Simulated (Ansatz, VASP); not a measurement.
**One calculation of Hf3BN3, two programs**

```xyz
7
Lattice="3.1831 0.0000 0.0000 -1.5915 2.7566 0.0000 0.0000 0.0000 25.4974" Properties=species:S:1:pos:R:3 pbc="T T T"
N     0.0000    1.8378    8.5000
N     0.0000    0.0000   11.0990
N     1.5915    0.9189   13.7104
Hf    1.5915    0.9189    9.7995
Hf    0.0000    1.8378   12.4386
Hf    0.0000    0.0000   14.9830
B     0.0000    0.0000   17.2561
```

Alike in both runs: functional PBEsol; k mesh 9 × 9 × 1; occupations gaussian, width 0.1 eV; no spin polarisation.

Ansatz relaxed the structure, and its values are those at the end. VASP's run is a single point on that final structure, the one shown.

|  | VASP | Ansatz |
| --- | --- | --- |
| version | VASP 6.6.1 | Ansatz 0.2.0 |
| potentials or method | VASP PAW PBE potentials, release 64 (N, Hf_pv, B) | scalar-relativistic, plane waves, PAW |
| plane-wave cutoff (eV) | 520 | 420 |
| valence electrons in the cell | 48 | 96 |

Ansatz gave:

| Property | Result |
| --- | --- |
| gap on the k mesh at the Fermi level (eV) | none |
| rms of the force components (eV/Å) | 1.829 |
| work function, face that differs most (eV) | 5.50 |

Problem. Estimate VASP's values.

Solution. gap on the k mesh at the Fermi level (eV): none; rms of the force components (eV/Å): 1.835; work function, face that differs most (eV): 5.25.

A gap of «none» marks a metal or a gap that the smearing closes. The two sets of potentials don't hold the same shells in valence.

Caveats: the PAW data sets were made with another functional, which shifts forces and pressure a little (VASP). The runs have no spin-orbit coupling, so splittings on Hf are missing.
